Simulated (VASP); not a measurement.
# Silicon: the band gap, functional by functional, part 2 of 2

Aim: the gap of Silicon on one structure at many levels of theory. The starting structure is a measured crystal structure from the Crystallography Open Database. Cell and atoms stay as given. Meshes and data sets differ where the inputs say so.

VASP 6.6.1.

Results so far: LDA 0.479 eV; PBE 0.585 eV; r2SCAN 0.787 eV.

## 5. Bands with TB-mBJ

Level of this step: TB-mBJ; plane waves and PAW (Si) (VASP).

TB-mBJ is a local potential fitted to gaps: it costs far less than a hybrid but gives no energy. Its energies, forces and stress mean nothing.

INCAR reads:

```
SYSTEM = Si
PREC = Accurate
ENCUT = 350
EDIFF = 1E-06
NELM = 150
ISMEAR = 0
SIGMA = 0.03
LREAL = .FALSE.
ALGO = Normal
METAGGA = MBJ
LASPH = .TRUE.
NBANDS = 16
LORBIT = 11
LWAVE = .FALSE.
LCHARG = .FALSE.
KPAR = 8
```

POSCAR reads:

```
Si
1.0
    0.0000000000      2.7154800000      2.7154800000
    2.7154800000      0.0000000000      2.7154800000
    2.7154800000      2.7154800000      0.0000000000
Si
2
Direct
    0.7500000000      0.7500000000      0.7500000000
    0.5000000000      0.5000000000      0.5000000000
```

KPOINTS reads:

```
Automatic mesh
0
Gamma
8 8 8
0 0 0
```

KPOINTS_OPT reads:

```
Line mode
10
Line-mode
Reciprocal
  0.00000000   0.00000000   0.00000000 GAMMA
  0.50000000   0.00000000   0.50000000 X

  0.50000000   0.00000000   0.50000000 X
  0.50000000   0.25000000   0.75000000 W

  0.50000000   0.25000000   0.75000000 W
  0.37500000   0.37500000   0.75000000 K

  0.37500000   0.37500000   0.75000000 K
  0.00000000   0.00000000   0.00000000 GAMMA

  0.00000000   0.00000000   0.00000000 GAMMA
  0.50000000   0.50000000   0.50000000 L

  0.50000000   0.50000000   0.50000000 L
  0.62500000   0.25000000   0.62500000 U

  0.62500000   0.25000000   0.62500000 U
  0.50000000   0.25000000   0.75000000 W

  0.50000000   0.25000000   0.75000000 W
  0.50000000   0.50000000   0.50000000 L

  0.50000000   0.50000000   0.50000000 L
  0.37500000   0.37500000   0.75000000 K

  0.62500000   0.25000000   0.62500000 U
  0.50000000   0.00000000   0.50000000 X
```

Potentials, in the order of the species: Si (PBE family, release 64).

Launch:

```sh
mpirun -np 8 vasp_std
```

Numbers of over 12 decimals in the logs are rounded to 6 here.

What it wrote:

```text
[banner, memory and clock lines left out]
running    8 mpi-ranks, on    1 nodes
[...]
[... a notice as in an earlier step ...]

 [... a notice as in an earlier step ...]

 LDA part: xc-table for (None), standard interpolation
 POSCAR, INCAR and KPOINTS ok, starting setup
[...]
entering main loop
       N       E                     dE             d eps       ncg     rms          rms(c)
DAV:   1     0.616405672730E+02    0.61641E+02   -0.23599E+03   928   0.290E+02
DAV:   2     0.464285201285E+02   -0.15212E+02   -0.14658E+02  1312   0.646E+01
DAV:   3     0.460809652080E+02   -0.34755E+00   -0.34728E+00  1056   0.796E+00
DAV:   4     0.460798315439E+02   -0.11337E-02   -0.11336E-02  1304   0.579E-01
[...]
DAV:  42     0.485352227583E+02   -0.23280E-05   -0.21215E-12   464   0.766E-06    0.883E-06
DAV:  43     0.485352204029E+02   -0.23554E-05   -0.20900E-12   464   0.730E-06    0.180E-06
DAV:  44     0.485352197970E+02   -0.60592E-06   -0.12254E-12   464   0.491E-06
   1 F= 0.48535220E+02 E0= 0.48535220E+02  d E =-.211278E-24
 Start KPOINTS_OPT (optional k-point list driver)
k-point batch [1-29\100]
       N       E                     dE             ncg
DAV:   1     0.558100934441E+03   -0.55472E+04      928
DAV:   2     0.890364609127E+02   -0.46906E+03     1248
DAV:   3     0.778566123010E+02   -0.11180E+02     1256
DAV:   4     0.778113322541E+02   -0.45280E-01     1160
DAV:   5     0.778111223266E+02   -0.20993E-03     1240
DAV:   6     0.778111210927E+02   -0.12339E-05     1080
DAV:   7     0.778111210747E+02   -0.17992E-07     1088
[...]
k-point batch [88-100\100]
       N       E                     dE             ncg
DAV:   1     0.371991617833E+04   -0.31389E+04      416
DAV:   2     0.351397630431E+04   -0.20594E+03      608
DAV:   3     0.350919292292E+04   -0.47834E+01      472
DAV:   4     0.350917258586E+04   -0.20337E-01      568
DAV:   5     0.350917248314E+04   -0.10272E-03      480
DAV:   6     0.350917248248E+04   -0.66420E-06      536
```

The job ended after 16 s (8 MPI ranks of AMD EPYC 7R43, shared host; peak memory 1.1 GiB).

From OUTCAR (step 5):

```text
  Total       23.1826201     23.1826201     23.1826201     -0.0000000      0.0000000     -0.0000000
  in kB      927.4772802    927.4772802    927.4772802     -0.0000000      0.0000000     -0.0000000
  external PRESSURE =     927.4772802 kB  Pullay stress =       0.0000000 kB

 POSITION                                       TOTAL-FORCE (eV/Angst)
 -----------------------------------------------------------------------------------
      4.07322      4.07322      4.07322         0.000000      0.000000      0.000000
      2.71548      2.71548      2.71548        -0.000000     -0.000000     -0.000000
 -----------------------------------------------------------------------------------
    total drift:                                0.000000      0.000000      0.000000

  FREE ENERGIE OF THE ION-ELECTRON SYSTEM (eV)
  ---------------------------------------------------
  free  energy   TOTEN  =        48.5352197970 eV

  energy  without entropy=       48.5352197970  energy(sigma->0) =       48.53521980

[... 2 parts as in an earlier step ...]

[... 1 further part left out ...]
[key lines of the parts left out:]
E-fermi :   5.5556
```

TB-mBJ gives a least gap of 1.277 eV, and a least direct gap of 3.205 eV. The least gap is +0.798 eV from that of LDA.

## 6. Bands with HSE06

HSE06 mixes in a quarter of exact exchange at short range, at far higher cost; in semiconductors this cures much of the gap error, while metals seldom gain. This run uses a 5×5×5 mesh. Its starting orbitals come from a semilocal run on the same mesh, not shown.

INCAR reads:

```
SYSTEM = Si
PREC = Accurate
ENCUT = 350
EDIFF = 1E-06
NELM = 100
ISMEAR = 0
SIGMA = 0.03
LREAL = .FALSE.
ALGO = Normal
LHFCALC = .TRUE.
AEXX = 0.25
GGA = PE
HFSCREEN = 0.2
LASPH = .TRUE.
NBANDS = 10
PRECFOCK = Fast
LORBIT = 11
LWAVE = .FALSE.
LCHARG = .FALSE.
KPAR = 8
```

POSCAR is that of step 5.

KPOINTS reads:

```
Automatic mesh
0
Gamma
5 5 5
0 0 0
```

KPOINTS_OPT is that of step 5.

Launch:

```sh
mpirun -np 8 vasp_std
```

What it wrote:

```text
[banner, memory and clock lines left out]
running    8 mpi-ranks, on    1 nodes
[...]
[... a notice as in an earlier step ...]

 LDA part: xc-table for (Slater+PW92), standard interpolation
 found WAVECAR, reading the header
 POSCAR, INCAR and KPOINTS ok, starting setup
[...]
reading WAVECAR
 the WAVECAR file was read successfully
 initial charge from wavefunction
 entering main loop
       N       E                     dE             d eps       ncg     rms          rms(c)
DAV:   1    -0.125277343804E+02   -0.12528E+02   -0.89581E-01   204   0.588E+00    0.461E+00
DAV:   2    -0.125326363053E+02   -0.49019E-02   -0.16070E-02   232   0.833E-01    0.304E+00
DAV:   3    -0.125312299175E+02    0.14064E-02   -0.59206E-04   220   0.158E-01    0.176E+00
DAV:   4    -0.125306806928E+02    0.54922E-03   -0.13755E-04   208   0.732E-02    0.997E-01
[...]
DAV:   8    -0.125304100052E+02    0.53857E-05   -0.25557E-06   220   0.970E-03    0.986E-02
DAV:   9    -0.125304085476E+02    0.14576E-05   -0.92485E-07   130   0.597E-03    0.561E-02
DAV:  10    -0.125304082141E+02    0.33351E-06   -0.42743E-07   122   0.423E-03
   1 F= -.12530408E+02 E0= -.12530408E+02  d E =-.817814E-14
 Start KPOINTS_OPT (optional k-point list driver)
k-point batch [1-10\100]
       N       E                     dE             ncg
DAV:   1     0.243245721225E+03   -0.82630E+03      200
DAV:   2     0.655431475907E+02   -0.17770E+03      292
DAV:   3     0.531843271871E+02   -0.12359E+02      272
DAV:   4     0.529350876019E+02   -0.24924E+00      256
DAV:   5     0.529333359565E+02   -0.17516E-02      260
DAV:   6     0.529333272058E+02   -0.87507E-05      270
DAV:   7     0.529333271512E+02   -0.54659E-07      246
[...]
k-point batch [91-100\100]
       N       E                     dE             ncg
DAV:   1     0.114924675419E+03   -0.25992E+04      200
DAV:   2    -0.382330183813E+02   -0.15316E+03      272
DAV:   3    -0.440680559825E+02   -0.58350E+01      284
DAV:   4    -0.441216840760E+02   -0.53628E-01      288
DAV:   5    -0.441219806323E+02   -0.29656E-03      288
DAV:   6    -0.441219820260E+02   -0.13936E-05      294
DAV:   7    -0.441219820369E+02   -0.10897E-07      268
```

Elapsed: 95 s, on 8 MPI ranks; peak memory 1.7 GiB.

From OUTCAR (step 6):

```text
 POSITION                                       TOTAL-FORCE (eV/Angst)
 -----------------------------------------------------------------------------------
      4.07322      4.07322      4.07322         0.000000     -0.000000     -0.000000
      2.71548      2.71548      2.71548        -0.000000      0.000000      0.000000
 -----------------------------------------------------------------------------------
    total drift:                               -0.000000     -0.000000     -0.000000

  FREE ENERGIE OF THE ION-ELECTRON SYSTEM (eV)
  ---------------------------------------------------
  free  energy   TOTEN  =       -12.5304082141 eV

  energy  without entropy=      -12.5304082141  energy(sigma->0) =      -12.53040821

[... 1 part as in an earlier step ...]

[... 2 further parts left out ...]
[key lines of the parts left out:]
E-fermi :   5.6153
```

HSE06 gives a least gap of 1.180 eV, and a least direct gap of 3.351 eV. The least gap is +0.700 eV from that of LDA, on another mesh, which alone can move a gap by some hundredths of an eV.

## 7. Bands with PBE0

PBE0 keeps a quarter of exact exchange at all ranges; it tends to overshoot small gaps. This run uses a 5×5×5 mesh. It starts from the orbitals of an earlier run, not shown.

INCAR: that of step 6 with these lines changed.

```diff
@@ -12,3 +12,2 @@
 GGA = PE
-HFSCREEN = 0.2
 LASPH = .TRUE.
@@ -16,2 +15,3 @@
 PRECFOCK = Fast
+HFRCUT = -1
 LORBIT = 11
```

POSCAR is that of step 6.

KPOINTS is that of step 6.

KPOINTS_OPT is that of step 6.

Launch:

```sh
mpirun -np 8 vasp_std
```

What it wrote:

```text
[banner, memory and clock lines left out]
running    8 mpi-ranks, on    1 nodes
[...]
[... a notice as in an earlier step ...]

 LDA part: xc-table for (Slater+PW92), standard interpolation
 found WAVECAR, reading the header
 POSCAR, INCAR and KPOINTS ok, starting setup
[...]
HFRCUT set to (new)   10.611996
 reading WAVECAR
 the WAVECAR file was read successfully
 initial charge from wavefunction
 entering main loop
       N       E                     dE             d eps       ncg     rms          rms(c)
DAV:   1    -0.135121755162E+02   -0.13512E+02   -0.90710E-01   204   0.585E+00    0.450E+00
DAV:   2    -0.135201214782E+02   -0.79460E-02   -0.21715E-02   232   0.902E-01    0.305E+00
DAV:   3    -0.135188224105E+02    0.12991E-02   -0.10935E-03   220   0.201E-01    0.177E+00
DAV:   4    -0.135182414887E+02    0.58092E-03   -0.13726E-04   208   0.758E-02    0.101E+00
[...]
DAV:   8    -0.135179386978E+02    0.69683E-05   -0.30630E-06   212   0.106E-02    0.994E-02
DAV:   9    -0.135179366344E+02    0.20634E-05   -0.10670E-06   122   0.637E-03    0.561E-02
DAV:  10    -0.135179360978E+02    0.53658E-06   -0.48636E-07   130   0.450E-03
   1 F= -.13517936E+02 E0= -.13517936E+02  d E =-.624715E-22
 Start KPOINTS_OPT (optional k-point list driver)
k-point batch [1-10\100]
       N       E                     dE             ncg
DAV:   1     0.219518237110E+03   -0.85002E+03      200
DAV:   2     0.350991719575E+02   -0.18442E+03      290
DAV:   3     0.228681623872E+02   -0.12231E+02      266
DAV:   4     0.226565701137E+02   -0.21159E+00      256
DAV:   5     0.226542678672E+02   -0.23022E-02      260
DAV:   6     0.226542520930E+02   -0.15774E-04      270
DAV:   7     0.226542520159E+02   -0.77066E-07      236
[...]
k-point batch [91-100\100]
       N       E                     dE             ncg
DAV:   1     0.856818572316E+02   -0.26284E+04      200
DAV:   2    -0.701297885865E+02   -0.15581E+03      264
DAV:   3    -0.758486195922E+02   -0.57188E+01      284
DAV:   4    -0.759008318510E+02   -0.52212E-01      288
DAV:   5    -0.759011072843E+02   -0.27543E-03      288
DAV:   6    -0.759011086376E+02   -0.13534E-05      294
DAV:   7    -0.759011086484E+02   -0.10716E-07      268
```

Run time: 76 s. Hardware: 8 MPI ranks; peak memory 0.95 GiB; 10 min of CPU time.

OUTCAR, selected parts (step 7):

```text
 POSITION                                       TOTAL-FORCE (eV/Angst)
 -----------------------------------------------------------------------------------
      4.07322      4.07322      4.07322        -0.000000     -0.000000     -0.000000
      2.71548      2.71548      2.71548         0.000000      0.000000      0.000000
 -----------------------------------------------------------------------------------
    total drift:                               -0.000000      0.000000     -0.000000

  FREE ENERGIE OF THE ION-ELECTRON SYSTEM (eV)
  ---------------------------------------------------
  free  energy   TOTEN  =       -13.5179360978 eV

  energy  without entropy=      -13.5179360978  energy(sigma->0) =      -13.51793610

[... 2 parts as in an earlier step ...]

[... 1 further part left out ...]
[key lines of the parts left out:]
E-fermi :   5.3245
```

PBE0 gives a least gap of 1.842 eV, and a least direct gap of 4.015 eV. The least gap is +1.362 eV from that of LDA, on another mesh, which alone can move a gap by some hundredths of an eV.

## 8. Bands with r2SCAN-EpsX

Here the share of exact exchange is set to the inverse of the computed dielectric constant, since screening weakens exchange. This run uses a 5×5×5 mesh. It starts from the orbitals of an earlier run, not shown.

INCAR: that of step 7 with these lines changed.

```diff
@@ -10,4 +10,4 @@
 LHFCALC = .TRUE.
-AEXX = 0.25
-GGA = PE
+AEXX = 0.075
+METAGGA = R2SCAN
 LASPH = .TRUE.
```

POSCAR is that of step 7.

KPOINTS is that of step 7.

KPOINTS_OPT is that of step 7.

Launch:

```sh
mpirun -np 8 vasp_std
```

What it wrote:

```text
[banner, memory and clock lines left out]
running    8 mpi-ranks, on    1 nodes
[...]
[... a notice as in an earlier step ...]

 [... a notice as in an earlier step ...]

 LDA part: xc-table for (None), standard interpolation
 found WAVECAR, reading the header
 POSCAR, INCAR and KPOINTS ok, starting setup
[...]
HFRCUT set to (new)   10.611996
 reading WAVECAR
 the WAVECAR file was read successfully
 initial charge from wavefunction
 entering main loop
       N       E                     dE             d eps       ncg     rms          rms(c)
DAV:   1    -0.177880619323E+02   -0.17788E+02   -0.99460E-01   200   0.660E+00    0.430E+00
DAV:   2    -0.177934989029E+02   -0.54370E-02   -0.14240E-02   268   0.901E-01    0.304E+00
DAV:   3    -0.177935227669E+02   -0.23864E-04   -0.12398E-04   214   0.763E-02    0.182E+00
DAV:   4    -0.177933765731E+02    0.14619E-03   -0.22471E-05   222   0.357E-02    0.108E+00
[...]
DAV:  11    -0.177931863945E+02    0.22099E-05   -0.58663E-08   118   0.219E-03    0.232E-02
DAV:  12    -0.177931851307E+02    0.12639E-05   -0.27572E-08   118   0.145E-03    0.131E-02
DAV:  13    -0.177931844055E+02    0.72518E-06   -0.12625E-08   112   0.986E-04
   1 F= -.17793184E+02 E0= -.17793184E+02  d E =-.212053E-16
 Start KPOINTS_OPT (optional k-point list driver)
k-point batch [1-10\100]
       N       E                     dE             ncg
DAV:   1     0.254484303108E+03   -0.81506E+03      200
DAV:   2     0.789289827183E+02   -0.17556E+03      304
DAV:   3     0.706597068053E+02   -0.82693E+01      270
DAV:   4     0.705198769624E+02   -0.13983E+00      250
DAV:   5     0.705186488646E+02   -0.12281E-02      266
DAV:   6     0.705186404606E+02   -0.84040E-05      258
DAV:   7     0.705186403933E+02   -0.67317E-07      232
[...]
k-point batch [91-100\100]
       N       E                     dE             ncg
DAV:   1     0.130080865011E+03   -0.25840E+04      200
DAV:   2    -0.204273677227E+02   -0.15051E+03      274
DAV:   3    -0.241511018697E+02   -0.37237E+01      284
DAV:   4    -0.241755899874E+02   -0.24488E-01      260
DAV:   5    -0.241756942259E+02   -0.10424E-03      284
DAV:   6    -0.241756952234E+02   -0.99744E-06      296
```

Elapsed: 87 s, on 8 MPI ranks; peak memory 1.1 GiB; 11 min of CPU time.

Parts of OUTCAR (step 8):

```text
 POSITION                                       TOTAL-FORCE (eV/Angst)
 -----------------------------------------------------------------------------------
      4.07322      4.07322      4.07322         0.000000      0.000000      0.000000
      2.71548      2.71548      2.71548        -0.000000     -0.000000     -0.000000
 -----------------------------------------------------------------------------------
    total drift:                               -0.000000      0.000000      0.000000

  FREE ENERGIE OF THE ION-ELECTRON SYSTEM (eV)
  ---------------------------------------------------
  free  energy   TOTEN  =       -17.7931844055 eV

  energy  without entropy=      -17.7931844055  energy(sigma->0) =      -17.79318441

[... 2 parts as in an earlier step ...]

[... 1 further part left out ...]
[key lines of the parts left out:]
E-fermi :   5.7304
```

r2SCAN-EpsX gives a least gap of 1.114 eV, and a least direct gap of 3.146 eV. The least gap is +0.635 eV from that of LDA, on another mesh, which alone can move a gap by some hundredths of an eV.

## 9. All runs side by side

| level | gap (eV) | least direct gap (eV) | mesh | core minutes |
| --- | --- | --- | --- | --- |
| LDA | 0.479 | 2.523 | 8×8×8 | 0.693 |
| PBE | 0.585 | 2.565 | 8×8×8 | 0.8 |
| r2SCAN | 0.787 | 2.758 | 8×8×8 | 2.64 |
| TB-mBJ | 1.277 | 3.205 | 8×8×8 | 2.13 |
| HSE06 | 1.18 | 3.351 | 5×5×5 | 12.7 |
| PBE0 | 1.842 | 4.015 | 5×5×5 | 10.1 |
| r2SCAN-EpsX | 1.114 | 3.146 | 5×5×5 | 11.6 |

Core minutes are wall time times ranks of the run shown, on a shared host.

## 10. Outcome

```json
{
 "gap, LDA": "0.479 eV",
 "gap, PBE": "0.585 eV",
 "gap, r2SCAN": "0.787 eV",
 "gap, TB-mBJ": "1.277 eV",
 "gap, HSE06": "1.180 eV",
 "gap, PBE0": "1.842 eV",
 "gap, r2SCAN-EpsX": "1.114 eV"
}
```

Without spin-orbit coupling the gap of Silicon runs from 0.479 eV (LDA) to 1.842 eV (PBE0). HSE06 gives +0.59 eV from PBE, on another mesh, which alone can move a gap by some hundredths of an eV. TB-mBJ lies +0.10 eV from HSE06, on another mesh, which alone can move a gap by some hundredths of an eV. These are gaps between Kohn-Sham or generalised Kohn-Sham levels of a static lattice, without excitons or temperature. Further runs on this material are not shown.

[Lines on the potential files, build, host, timing and source positions are cut from VASP's logs without a mark.]

[Logs are printed without paths, hosts, clocks, repeated set-up lines and the standing remarks that a program may print on its own settings, such as how far it seeks lower states.]

[Hosts, paths, dates, database ids (printed as entryN), source tags and the programs' standing remarks are cut or masked in the printed files.]
